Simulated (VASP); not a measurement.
OSZICAR of a VASP run on Ho (hcp):

### OSZICAR
```
       N       E                     dE             d eps       ncg     rms          rms(c)
DAV:   1     0.942915841054E+02    0.94292E+02   -0.82221E+03  1842   0.129E+03
DAV:   2     0.153753154090E+01   -0.92754E+02   -0.91254E+02  2356   0.560E+02
DAV:   3    -0.344904770620E+01   -0.49866E+01   -0.47900E+01  2803   0.980E+01
DAV:   4    -0.367239857156E+01   -0.22335E+00   -0.21584E+00  2843   0.132E+01
DAV:   5    -0.367893236162E+01   -0.65338E-02   -0.64997E-02  2726   0.244E+00    0.235E+01
DAV:   6    -0.369920913233E+01   -0.20277E-01   -0.20531E-02  2859   0.185E+00    0.140E+01
DAV:   7    -0.371863191746E+01   -0.19423E-01   -0.38356E-02  2706   0.261E+00    0.275E-01
DAV:   8    -0.371903264695E+01   -0.40073E-03   -0.21202E-03  2506   0.468E-01    0.803E-02
DAV:   9    -0.371914725723E+01   -0.11461E-03   -0.24991E-04  2695   0.144E-01    0.329E-02
DAV:  10    -0.371915416037E+01   -0.69031E-05   -0.43793E-05  2752   0.671E-02    0.484E-02
DAV:  11    -0.371915675094E+01   -0.25906E-05   -0.65998E-06  2278   0.200E-02    0.311E-03
DAV:  12    -0.371915704341E+01   -0.29247E-06   -0.31949E-07  1372   0.845E-03
   1 F= -.37191570E+01 E0= -.37199846E+01  d E =-.371916E+01
       N       E                     dE             d eps       ncg     rms          rms(c)
DAV:   1    -0.380996905591E+01   -0.90812E-01   -0.17053E+00  2333   0.127E+01    0.184E+00
DAV:   2    -0.375600601284E+01    0.53963E-01   -0.15064E-01  2411   0.519E+00    0.789E-01
DAV:   3    -0.372869025413E+01    0.27316E-01   -0.52762E-02  2536   0.286E+00    0.275E-01
DAV:   4    -0.372799405101E+01    0.69620E-03   -0.50021E-03  2617   0.881E-01    0.203E-01
DAV:   5    -0.372800978567E+01   -0.15735E-04   -0.47090E-04  2423   0.225E-01    0.226E-02
DAV:   6    -0.372799542163E+01    0.14364E-04   -0.47018E-05  2932   0.938E-02    0.126E-02
DAV:   7    -0.372799094803E+01    0.44736E-05   -0.50892E-06  2059   0.249E-02    0.273E-03
DAV:   8    -0.372799085411E+01    0.93914E-07   -0.45938E-07  1237   0.126E-02
   2 F= -.37279909E+01 E0= -.37287364E+01  d E =-.883381E-02
       N       E                     dE             d eps       ncg     rms          rms(c)
DAV:   1    -0.372981890758E+01   -0.18280E-02   -0.32914E-02  2305   0.173E+00    0.263E-01
DAV:   2    -0.372879978156E+01    0.10191E-02   -0.30985E-03  2466   0.797E-01    0.109E-01
DAV:   3    -0.372827239134E+01    0.52739E-03   -0.92682E-04  2541   0.383E-01    0.367E-02
DAV:   4    -0.372825010982E+01    0.22282E-04   -0.11291E-04  2613   0.133E-01    0.263E-02
DAV:   5    -0.372824837787E+01    0.17319E-05   -0.90996E-06  2307   0.324E-02    0.312E-03
DAV:   6    -0.372824814053E+01    0.23735E-06   -0.47264E-07  1062   0.130E-02
   3 F= -.37282481E+01 E0= -.37290259E+01  d E =-.909110E-02
       N       E                     dE             d eps       ncg     rms          rms(c)
DAV:   1    -0.372826989818E+01   -0.21520E-04   -0.47891E-04  2294   0.212E-01    0.333E-02
DAV:   2    -0.372825459150E+01    0.15307E-04   -0.46802E-05  2599   0.978E-02    0.137E-02
DAV:   3    -0.372824668991E+01    0.79016E-05   -0.13608E-05  2524   0.462E-02    0.449E-03
DAV:   4    -0.372824616091E+01    0.52901E-06   -0.10673E-06   960   0.168E-02
   4 F= -.37282462E+01 E0= -.37290275E+01  d E =-.908912E-02
       N       E                     dE             d eps       ncg     rms          rms(c)
DAV:   1    -0.373040770588E+01   -0.21610E-02   -0.71246E-02  2430   0.243E+00    0.184E-01
DAV:   2    -0.372943901894E+01    0.96869E-03   -0.18093E-03  2639   0.490E-01    0.115E-01
DAV:   3    -0.372896371525E+01    0.47530E-03   -0.56954E-04  2983   0.246E-01    0.538E-02
DAV:   4    -0.372895646350E+01    0.72518E-05   -0.89697E-05  2715   0.798E-02    0.271E-02
DAV:   5    -0.372895636149E+01    0.10201E-06   -0.47214E-06  2103   0.214E-02
   5 F= -.37289564E+01 E0= -.37299841E+01  d E =-.710201E-03
       N       E                     dE             d eps       ncg     rms          rms(c)
DAV:   1    -0.373184623019E+01   -0.28898E-02   -0.12935E-01  2433   0.327E+00    0.257E-01
DAV:   2    -0.373009803284E+01    0.17482E-02   -0.31993E-03  2615   0.649E-01    0.147E-01
DAV:   3    -0.372923941260E+01    0.85862E-03   -0.10461E-03  2999   0.333E-01    0.648E-02
DAV:   4    -0.372922646289E+01    0.12950E-04   -0.16203E-04  2683   0.107E-01    0.334E-02
DAV:   5    -0.372922659038E+01   -0.12749E-06   -0.97110E-06  2559   0.316E-02
   6 F= -.37292266E+01 E0= -.37305780E+01  d E =-.980429E-03
```

Q: Which electronic solver shows in the log?

A: It is blocked Davidson (ALGO = Normal, or the opening steps of other solvers). The INCAR had ALGO = Normal.

Q: Can the final energy be trusted as converged?

A: The calculation finished and met its thresholds. It stopped with EDIFF = 1E-6, NELM = 100, NSW = 60 and EDIFFG = -0.01 after 6 ionic steps (optB88-vdW, plane waves, VASP's PBE PAW potentials (set 64)). The 4f electrons are frozen in the core of the lanthanide potential, so 4f levels, which can set the real gap, and their magnetism are missing. Energy and stress use the plane-wave basis of the starting cell.

The compound is Ho in the hcp structure. This run relaxes it. Symmetry was kept, so distortions that lower it aren't found.
